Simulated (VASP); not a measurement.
Write the native input for VASP 6.6.1 that does the following.

- Task: relaxation of cell and atoms
- Functional: PBE
- Potentials or basis: VASP PAW PBE potentials, release 64 (Pb)
- Cutoff: 300 eV
- k mesh: 7 × 7 × 7
- Occupations: methfessel-paxton, width 0.1 eV
- Spin: no spin polarisation
- Further INCAR settings: ALGO = Normal; EDIFF = 1e-07; IBRION = 2; EDIFFG = -0.005; NSW = 90; ISIF = 3

The structure of Pb lies in POSCAR:

```
Pb                                      
1.0
    0.0000000000      2.5236787258      2.5236787258
    2.5236787258     -0.0000000000      2.5236787258
    2.5236787258      2.5236787258      0.0000000000
  Pb            
     1
Direct
     0.0000000000000000    0.0000000000000000    0.0000000000000000
```

One way to write it, as run:

INCAR

```
PREC = Accurate
ENCUT = 300
EDIFF = 1E-7
ISMEAR = 1
SIGMA = 0.1
LREAL = F
LASPH = T
NELM = 80
ALGO = Normal
ISIF = 3
LWAVE = F
LCHARG = F
GGA = PE
IBRION = 2
NSW = 90
EDIFFG = -0.005
```

KPOINTS

```
Automatic mesh
0
Gamma
  7 7 7
```

Potentials or basis: VASP PAW PBE potentials, release 64 (Pb).

Command:

```console
$ cat potpaw_PBE.64/Pb/POTCAR > POTCAR
$ mpirun -np 1 vasp_std > vasp.out
```

It gave:

| Property | Result |
| --- | --- |
| Pressure after relaxing | 0.0 GPa |
| Band gap on the k mesh | none (metal or under the smearing width) |

Caveat: the relaxation stopped at its first step, so nothing moved.

It took 1.4 s on 1 thread of Intel(R) Xeon(R) 6975P-C (Granite Rapids) (shared host), peak memory 0.12 GiB.
